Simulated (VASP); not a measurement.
Data:

```
Hf
1.0
    1.60046    -2.77208     0.00000
    1.60046     2.77208     0.00000
    0.00000     0.00000     5.05871
Hf
2
Direct
  0.33333   0.66667   0.25000
  0.66667   0.33333   0.75000
```

Method: PBE GGA, VASP's PBE PAW potentials (set 64) (plane waves; VASP). Run with 480 eV cut-off, 12×12×8 Γ-centred mesh, first-order Methfessel-Paxton smearing of 0.10 eV, potentials Hf_pv.

Energy and stress use the plane-wave basis of the starting cell.

Q: The ions, cell shape and volume at an external pressure of 20.0 GPa are relaxed. Predict the relaxed structure.

A: 
```
Hf
1.0
    1.52263    -2.63728     0.00000
    1.52263     2.63728     0.00000
    0.00000     0.00000     4.83797
Hf
2
Direct
  0.33333   0.66667   0.25000
  0.66667   0.33333   0.75000
```
Space group P6_3/mmc (194), at a tolerance of 0.03 Å.

Q: How do energy and volume change from the first to the last step?

A: The energy (σ→0) changes by +168.1 meV/atom and the volume by -13.4 %, in 9 ionic steps.

The compound is Hf in the hcp structure. This run relaxes it under an external pressure of 20 GPa. Symmetry was kept, so distortions that lower it aren't found.
